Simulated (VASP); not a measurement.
A 63-atom supercell of Si (diamond) holds Ge on the Si site with a neighbouring Si vacancy in charge state +1. It is relaxed twice, with the total moment held at 1 and at 3 μB. Method: PBE GGA, VASP's PBE PAW potentials (set 64) (plane waves; VASP). Settings: PREC = Normal, LREAL = Auto, ISYM = 0, NELECT = 251.0, EDIFF = 1E-5, 400 eV cut-off, 1×1×1 Γ-centred mesh, Gaussian smearing of 0.050 eV, potentials Si Ge.

The cell is charged, with a uniform compensating background. The supercell is sampled at Γ alone, which is coarse: total energies, pressure and levels can be off, energies of defects by several tenths of an eV.

Q: Which spin state lies lower, and by how much?

A: The state with 1 μB lies lower, by 0.75 eV.

The cell is a supercell with a defect, built from Si (diamond).
